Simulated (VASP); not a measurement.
OSZICAR of a VASP run on ZnCr3C (a trial cell in the cubic-perovskite structure, space group Pm-3m):

**OSZICAR**
```
       N       E                     dE             d eps       ncg     rms          rms(c)
DAV:   1     0.573797550215E+03    0.57380E+03   -0.28170E+04  1464   0.186E+03
DAV:   2     0.239150637744E+01   -0.57141E+03   -0.55177E+03  1440   0.515E+02
DAV:   3    -0.441614791683E+02   -0.46553E+02   -0.44760E+02  1556   0.155E+02
DAV:   4    -0.460914955656E+02   -0.19300E+01   -0.19078E+01  1636   0.296E+01
DAV:   5    -0.461419649418E+02   -0.50469E-01   -0.50447E-01  1744   0.450E+00    0.302E+01
DAV:   6    -0.389093014811E+02    0.72327E+01   -0.64896E+01  1784   0.638E+01    0.141E+01
DAV:   7    -0.379433251998E+02    0.96598E+00   -0.12515E+01  1628   0.326E+01    0.646E+00
DAV:   8    -0.378824962963E+02    0.60829E-01   -0.80680E-01  1632   0.759E+00    0.269E+00
DAV:   9    -0.378369425526E+02    0.45554E-01   -0.18644E-01  1624   0.311E+00    0.843E-01
DAV:  10    -0.378327591152E+02    0.41834E-02   -0.18192E-02  1896   0.117E+00    0.405E-01
DAV:  11    -0.378330254348E+02   -0.26632E-03   -0.38251E-03  1708   0.468E-01    0.239E-01
DAV:  12    -0.378333783645E+02   -0.35293E-03   -0.38851E-04  1900   0.148E-01    0.231E-01
DAV:  13    -0.378339821681E+02   -0.60380E-03   -0.91392E-04  1664   0.103E-01    0.318E-01
DAV:  14    -0.378335783173E+02    0.40385E-03   -0.17464E-03  1640   0.945E-02    0.240E-01
DAV:  15    -0.378332793034E+02    0.29901E-03   -0.75641E-04  1708   0.137E-01    0.287E-01
DAV:  16    -0.378318810151E+02    0.13983E-02   -0.10419E-03  1732   0.166E-01    0.330E-01
DAV:  17    -0.378305532415E+02    0.13278E-02   -0.17812E-03  1644   0.258E-01    0.318E-01
DAV:  18    -0.378308129859E+02   -0.25974E-03   -0.31239E-04  1736   0.972E-02    0.279E-01
DAV:  19    -0.378312670778E+02   -0.45409E-03   -0.60115E-04  1704   0.145E-01    0.175E-01
DAV:  20    -0.378316713712E+02   -0.40429E-03   -0.77712E-04  1708   0.160E-01    0.628E-02
DAV:  21    -0.378317389815E+02   -0.67610E-04   -0.34699E-04  1624   0.978E-02    0.191E-02
DAV:  22    -0.378317409455E+02   -0.19640E-05   -0.61162E-05  1564   0.532E-02    0.305E-02
DAV:  23    -0.378317460205E+02   -0.50750E-05   -0.35478E-05  1616   0.377E-02    0.831E-03
DAV:  24    -0.378317442967E+02    0.17238E-05   -0.79484E-06  1388   0.165E-02    0.424E-03
DAV:  25    -0.378317445699E+02   -0.27320E-06   -0.11935E-06   820   0.592E-03
   1 F= -.37831745E+02 E0= -.37831745E+02  d E =0.000000E+00  mag=     4.3735
```

Problem. Which electronic solver shows in the log?

Solution. It is blocked Davidson (ALGO = Normal, or the opening steps of other solvers). The INCAR had ALGO = Normal.

Problem. How was spin treated?

Solution. Collinear spin (ISPIN = 2): the summary line carries one mag value, 4.37 μB in the cell.

Problem. Can the final energy be trusted as converged?

Solution. Self-consistency was reached. It stopped with EDIFF = 1E-6, NELM = 100 (PBE GGA, plane waves, VASP's PBE PAW potentials (set 64)). The moments were started parallel, and other spin orders were not tried in this run.

The structure was generated: ZnCr3C was put into the cubic-perovskite type (Pm-3m), which need not be its known phase. The cell was not relaxed at this level. The k-mesh is coarse (spacing up to 0.31 per Å, 2π included), so the numbers may not be converged in it. The run is one of a series of settings (ISMEAR = -4, SIGMA removed against the base run), some of them coarse on purpose.
